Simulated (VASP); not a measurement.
Consider the following.

```
CrC31Si31
1.0
    8.75833     0.00000     0.00000
    0.00000     8.75833     0.00000
    0.00000     0.00000     8.75833
Si C Cr
31 31 1
Direct
  0.49853   0.00027   0.99992
  0.74983   0.25023   0.99902
  0.74984   0.99935   0.24982
  0.99992   0.00015   0.99973
  0.24890   0.24892   0.99935
  0.49945   0.50060   0.99843
  0.75115   0.75115   0.99931
  0.24888   0.99975   0.24850
  0.49395   0.24350   0.24315
  0.75663   0.50616   0.24308
  0.49947   0.99886   0.50022
  0.75660   0.24343   0.50575
  0.75117   0.99969   0.75077
  0.99975   0.50151   0.99988
  0.24957   0.75045   0.99994
  0.00067   0.25023   0.24985
  0.24900   0.50073   0.25025
  0.49929   0.75108   0.25023
  0.99977   0.00024   0.50111
  0.24895   0.25060   0.50039
  0.74942   0.75103   0.50033
  0.24962   0.00028   0.75010
  0.49930   0.25062   0.75070
  0.74941   0.50073   0.75067
  0.00035   0.75117   0.24845
  0.00122   0.50058   0.50020
  0.25024   0.74987   0.50187
  0.00036   0.24890   0.75078
  0.25020   0.50224   0.74945
  0.49783   0.74979   0.74944
  0.99973   0.75047   0.75007
  0.62584   0.12573   0.12535
  0.87433   0.37426   0.12534
  0.87435   0.12570   0.37382
  0.12437   0.12517   0.12477
  0.37544   0.37654   0.12535
  0.62347   0.62460   0.12532
  0.87488   0.87568   0.12472
  0.37549   0.12572   0.37619
  0.87435   0.62463   0.37616
  0.62349   0.12574   0.62421
  0.87436   0.37656   0.62420
  0.87488   0.12519   0.87527
  0.12402   0.62550   0.12455
  0.37451   0.87604   0.12456
  0.12468   0.37513   0.37473
  0.37056   0.62947   0.37174
  0.62493   0.87540   0.37470
  0.12398   0.12491   0.62515
  0.37053   0.37203   0.62914
  0.62795   0.62942   0.62904
  0.87509   0.87604   0.62510
  0.37452   0.12495   0.87572
  0.62492   0.37514   0.87498
  0.87508   0.62554   0.87565
  0.12393   0.87611   0.37594
  0.12406   0.62576   0.62533
  0.37434   0.87597   0.62535
  0.12393   0.37638   0.87576
  0.37434   0.62571   0.87560
  0.62368   0.87610   0.87576
  0.12449   0.87555   0.87516
  0.50360   0.49626   0.49592
```
Cell charge +1.

Level of theory: PBE GGA, VASP's PBE PAW potentials (set 64) (plane waves; VASP). Settings: PREC = Normal, LREAL = Auto, ISYM = 0, NELECT = 259.0, 400 eV cut-off, 1×1×1 Γ-centred mesh, Gaussian smearing of 0.050 eV, potentials Si C Cr_pv. Starting moments (MAGMOM): 63*0.0476. The cell's moment is fixed (NUPDOWN = 3).

At this cut-off the stress carries a Pulay error, which pulls relaxed volumes low. The cell is charged, with a uniform compensating background.  The supercell is sampled at Γ alone, which is coarse: total energies, pressure and levels can be off, energies of defects by several tenths of an eV.

Problem. Predict the cell moment, energy per atom (σ→0), pressure.

Solution. 
| Property | Result |
|---|---|
| cell moment | 3.00 μB |
| energy per atom (σ→0) | -7.590 eV/atom |
| pressure | -3.48 GPa |

Problem. Give the moment on each site (PAW-sphere projection).

Solution. 
| site | moment (μB) |
|---|---|
| Si1 | 0.00 |
| Si2 | 0.00 |
| Si3 | 0.00 |
| Si4 | 0.00 |
| Si5 | 0.00 |
| Si6 | 0.00 |
| Si7 | 0.00 |
| Si8 | 0.00 |
| Si9 | 0.00 |
| Si10 | 0.00 |
| Si11 | 0.00 |
| Si12 | 0.00 |
| Si13 | 0.00 |
| Si14 | 0.00 |
| Si15 | 0.00 |
| Si16 | 0.00 |
| Si17 | 0.01 |
| Si18 | 0.01 |
| Si19 | 0.00 |
| Si20 | 0.01 |
| Si21 | 0.01 |
| Si22 | 0.00 |
| Si23 | 0.01 |
| Si24 | 0.01 |
| Si25 | 0.00 |
| Si26 | 0.00 |
| Si27 | 0.01 |
| Si28 | 0.00 |
| Si29 | 0.01 |
| Si30 | 0.01 |
| Si31 | 0.00 |
| C32 | 0.00 |
| C33 | 0.00 |
| C34 | 0.00 |
| C35 | 0.00 |
| C36 | 0.01 |
| C37 | 0.01 |
| C38 | 0.00 |
| C39 | 0.01 |
| C40 | 0.01 |
| C41 | 0.01 |
| C42 | 0.01 |
| C43 | 0.00 |
| C44 | -0.01 |
| C45 | -0.01 |
| C46 | 0.00 |
| C47 | -0.06 |
| C48 | 0.00 |
| C49 | -0.01 |
| C50 | -0.06 |
| C51 | -0.06 |
| C52 | -0.01 |
| C53 | -0.01 |
| C54 | 0.00 |
| C55 | -0.01 |
| C56 | 0.01 |
| C57 | 0.00 |
| C58 | 0.00 |
| C59 | 0.01 |
| C60 | 0.00 |
| C61 | 0.01 |
| C62 | 0.00 |
| Cr63 | 2.59 |

The absolute energy has meaning only against runs of the same code, potentials and settings.

The cell is a supercell with a defect, built from SiC (zinc blende): Cr_Si-vac_C, charge +1.
